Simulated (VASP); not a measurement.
Wanted: the native input for a VASP 6.6.1 run.

```
Task                   : relaxation of the atoms
Functional             : PBE
Dispersion             : D3(BJ)
Potentials or basis    : VASP PAW PBE potentials, release 64 (Cl)
Cutoff                 : 520 eV
k mesh                 : 1 × 1 × 1
Occupations            : gaussian, width 0.01 eV
Spin                   : no spin polarisation
Further INCAR settings : ALGO = Fast; EDIFF = 1e-06; IBRION = 2; EDIFFG = -0.02; NSW = 40
```

The structure of Cl2 lies in POSCAR:

```
Cl
1.0
   11.0000000000      0.0000000000      0.0000000000
    0.0000000000     11.3000000000      0.0000000000
    0.0000000000      0.0000000000     11.6000000000
Cl
2
Direct
    0.5000000000      0.5000000000      0.4142241400
    0.5000000000      0.5000000000      0.5857758600
```

These files were run (other wordings do the same):

INCAR

```
SYSTEM = Cl
PREC = Accurate
ENCUT = 520
EDIFF = 1E-6
ISMEAR = 0
SIGMA = 0.01
LREAL = .FALSE.
LASPH = .TRUE.
NELM = 80
ALGO = Fast
ISIF = 2
LWAVE = .FALSE.
LCHARG = .FALSE.
GGA = PE
IVDW = 12
IBRION = 2
NSW = 40
EDIFFG = -0.02
```

KPOINTS

```
Automatic mesh
0
G
  1 1 1
  0 0 0
```

Potentials or basis: VASP PAW PBE potentials, release 64 (Cl).

Run with:

```console
$ cat potpaw_PBE.64/Cl/POTCAR > POTCAR
$ mpirun -np 1 vasp_gam > vasp.out
```

Results of the run:

```json
{
 "Energy gained by relaxing": "0.1 meV/atom",
 "Ionic steps": "3",
 "Gap between the frontier levels": "3.06 eV",
 "Dispersion energy per atom": "-0.014 eV"
}
```

Run time: 2.3 min on 1 thread of Intel(R) Xeon(R) Platinum 8259CL CPU @ 2.50GHz (Skylake/Cascade Lake), on a shared host, peak memory 1.2 GiB.
